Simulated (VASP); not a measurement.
OSZICAR of a VASP run on RuAl (CsCl type):

### OSZICAR
```
       N       E                     dE             d eps       ncg     rms          rms(c)
DAV:   1     0.111897371046E+03    0.11190E+03   -0.91824E+03  2032   0.130E+03
DAV:   2    -0.145346694623E+02   -0.12643E+03   -0.12190E+03  2204   0.350E+02
DAV:   3    -0.168630504179E+02   -0.23284E+01   -0.22967E+01  2396   0.488E+01
DAV:   4    -0.168850062622E+02   -0.21956E-01   -0.21946E-01  2300   0.474E+00
DAV:   5    -0.168855814858E+02   -0.57522E-03   -0.57520E-03  2608   0.625E-01    0.140E+01
DAV:   6    -0.162733310838E+02    0.61225E+00   -0.34395E+00  2144   0.216E+01    0.257E+00
DAV:   7    -0.162031065849E+02    0.70224E-01   -0.24644E-01  2140   0.607E+00    0.242E+00
DAV:   8    -0.161822653430E+02    0.20841E-01   -0.20130E-02  2168   0.122E+00    0.224E-01
DAV:   9    -0.161821351126E+02    0.13023E-03   -0.25573E-04  2596   0.139E-01    0.136E-01
DAV:  10    -0.161821206120E+02    0.14501E-04   -0.31858E-05  2380   0.758E-02    0.105E-02
DAV:  11    -0.161821201129E+02    0.49914E-06   -0.19767E-06  1608   0.197E-02
   1 F= -.14602897E+02 E0= -.14602778E+02  d E =-.146029E+02
       N       E                     dE             d eps       ncg     rms          rms(c)
DAV:   1    -0.171796244814E+02   -0.99750E+00   -0.17481E+01  2100   0.600E+01    0.120E+01
DAV:   2    -0.161205368838E+02    0.10591E+01   -0.56729E+00  2112   0.295E+01    0.393E+00
DAV:   3    -0.160683556681E+02    0.52181E-01   -0.20655E-01  2096   0.549E+00    0.132E+00
DAV:   4    -0.160661764393E+02    0.21792E-02   -0.32424E-02  2100   0.162E+00    0.337E-01
DAV:   5    -0.160662021498E+02   -0.25711E-04   -0.52702E-04  2524   0.264E-01    0.194E-01
DAV:   6    -0.160663290205E+02   -0.12687E-03   -0.98850E-05  2204   0.753E-02    0.173E-02
DAV:   7    -0.160663286229E+02    0.39755E-06   -0.38035E-06  2532   0.187E-02
   2 F= -.14576779E+02 E0= -.14576701E+02  d E =0.261182E-01
       N       E                     dE             d eps       ncg     rms          rms(c)
DAV:   1    -0.166955032981E+02   -0.62917E+00   -0.82040E+00  2076   0.420E+01    0.633E+00
DAV:   2    -0.162131170742E+02    0.48239E+00   -0.31990E+00  2136   0.218E+01    0.216E+00
DAV:   3    -0.161607048084E+02    0.52412E-01   -0.16581E-01  2124   0.486E+00    0.464E-01
DAV:   4    -0.161600694653E+02    0.63534E-03   -0.13543E-02  2116   0.818E-01    0.132E-01
DAV:   5    -0.161602422041E+02   -0.17274E-03   -0.82906E-04  2452   0.348E-01    0.907E-02
DAV:   6    -0.161603151064E+02   -0.72902E-04   -0.89310E-05  2372   0.978E-02    0.143E-02
DAV:   7    -0.161603164747E+02   -0.13683E-05   -0.80127E-06  2460   0.295E-02    0.430E-03
DAV:   8    -0.161603163548E+02    0.11988E-06   -0.36058E-07  1056   0.583E-03
   3 F= -.14610616E+02 E0= -.14610508E+02  d E =-.771911E-02
```

Q: Which electronic solver shows in the log?

A: It is blocked Davidson (ALGO = Normal, or the opening steps of other solvers). The INCAR had ALGO = Normal.

Q: Can the final energy be trusted as converged?

A: The run converged. It stopped with EDIFF = 1E-6, NELM = 100, NSW = 40 and EDIFFG = -0.02 after 3 ionic steps (LDA (Ceperley-Alder, Perdew-Zunger), plane waves, VASP's LDA PAW potentials (set 64)).

The compound is RuAl in the CsCl type structure. This run relaxes it under an external pressure of 10 GPa. Symmetry was kept, so distortions that lower it aren't found. The electron count is odd and the run is not spin-polarised, which forces a metal.
